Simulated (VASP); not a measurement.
Here is the system:

```
EuO
1.0
    0.00000     2.57000     2.57000
    2.57000     0.00000     2.57000
    2.57000     2.57000     0.00000
Eu O
1 1
Direct
  0.00000   0.00000   0.00000
  0.50000   0.50000   0.50000
```
Starting moments (μB, in the order of the record's atoms Eu O): 7.0 0.0.

Calculation: PBE GGA, VASP's PBE PAW potentials (set 64) (plane waves; VASP). Settings: 400 eV cut-off, 8×8×8 Γ-centred mesh, Fermi-Dirac smearing of 0.020 eV, potentials Eu O.

The moments were started parallel, and other spin orders were not tried in this run.

Task: Give the spin-up energies of bands 6 to 18 at the high-symmetry points, in eV from the Fermi level.

Result: 
```csv
band,Γ,X,U,L,W
6,-3.90,-4.12,-4.80,-6.12,-4.96
7,-3.90,-3.89,-4.36,-4.94,-4.18
8,-3.90,-3.89,-4.19,-4.94,-4.18
9,-0.65,-1.38,-0.67,-0.55,-0.54
10,-0.44,-0.46,-0.46,-0.49,-0.54
11,-0.24,-0.39,-0.43,-0.49,-0.39
12,-0.24,-0.36,-0.37,-0.28,-0.39
13,-0.24,-0.36,-0.34,-0.28,-0.29
14,0.06,-0.29,-0.28,-0.27,-0.28
15,0.06,-0.04,-0.18,-0.23,-0.27
16,0.06,-0.04,0.70,2.20,1.84
17,1.60,3.37,3.70,4.32,1.84
18,1.60,5.70,4.38,4.32,4.21
```

Task: Give the spin-down energies of bands 6 to 18 at the high-symmetry points, in eV from the Fermi level.

Result: 
```
band      Γ      X      U      L      W
----  -----  -----  -----  -----  -----
6     -3.83  -3.88  -4.61  -5.81  -4.89
7     -3.83  -3.78  -4.29  -4.89  -3.96
8     -3.83  -3.78  -3.96  -4.89  -3.96
9      0.66  -0.24   1.19   3.04   2.31
10     2.72   4.16   3.70   3.68   2.31
11     2.72   4.25   4.16   4.13   4.30
12     2.72   4.34   4.30   4.13   4.30
13     3.68   4.38   4.40   4.52   4.42
14     4.65   4.38   4.50   4.52   4.49
15     4.65   4.49   4.61   4.52   4.50
16     4.65   4.70   4.68   4.66   4.90
17     4.70   4.70   5.38   5.47   4.90
18     4.70   6.94   5.50   5.47   5.27
```

It has no gap at this level: it comes out as a metal or semimetal.

The structure is a typed EuO crystal (Fm-3m). The cell was not relaxed at this level.
